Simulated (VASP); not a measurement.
Data:

```
NaF
1.0
    0.00000     2.31500     2.31500
    2.31500     0.00000     2.31500
    2.31500     2.31500     0.00000
Na F
1 1
Cartesian
  0.00000   0.00000   0.00000
  2.31500   2.31500   2.31500
```

The numbers are results of PBEsol GGA, VASP's PBE PAW potentials (set 64) (plane waves; VASP 6.6.1), not measurements. Settings: 520 eV cut-off, 12×12×12 Γ-centred mesh, Gaussian smearing of 0.010 eV, potentials Na_pv F.

**Question.** Give the direction-averaged independent-particle dielectric function (no local fields, no excitons; a broadening of 0.1 eV leaves a tail below the gap, and fine structure carries the noise of the k-mesh).

**Answer.** 
| ħω (eV) | ε₁ | ε₂ |
|---|---|---|
| 0.00 | 1.89 | 0.00 |
| 0.50 | 1.89 | 0.00 |
| 1.10 | 1.90 | 0.00 |
| 1.70 | 1.91 | 0.00 |
| 2.30 | 1.92 | 0.00 |
| 2.90 | 1.95 | 0.00 |
| 3.50 | 1.97 | 0.01 |
| 4.00 | 2.01 | 0.01 |
| 4.60 | 2.06 | 0.01 |
| 5.20 | 2.14 | 0.02 |
| 5.80 | 2.28 | 0.04 |
| 6.40 | 2.54 | 0.37 |
| 7.00 | 2.53 | 0.54 |
| 7.50 | 2.42 | 0.53 |
| 8.10 | 2.08 | 0.58 |
| 8.70 | 2.22 | 1.07 |
| 9.30 | 1.90 | 0.66 |
| 9.90 | 1.78 | 0.98 |
| 10.50 | 2.18 | 0.84 |
| 11.00 | 1.61 | 1.21 |
| 11.60 | 1.47 | 1.09 |
| 12.20 | 1.63 | 0.85 |
| 12.80 | 1.94 | 0.67 |
| 13.40 | 2.38 | 1.38 |
| 14.00 | 0.95 | 1.54 |
| 14.50 | 0.89 | 1.12 |
| 15.10 | 1.08 | 0.94 |
| 15.70 | 1.18 | 0.86 |
| 16.30 | 1.16 | 0.77 |
| 16.90 | 1.04 | 0.74 |
| 17.50 | 1.07 | 0.91 |
| 18.10 | 1.33 | 0.75 |
ε₂ peaks at 8.7 eV (height 1.1), 9.8 eV (height 1.2), 10.9 eV (height 1.3), 13.7 eV (height 2.2), 17.5 eV (height 0.9); ε₁(0) averages 1.89, so the electronic refractive index below the gap tends to √1.89 = 1.37.

The compound is NaF in the rock salt structure. The cell was not relaxed at this level.
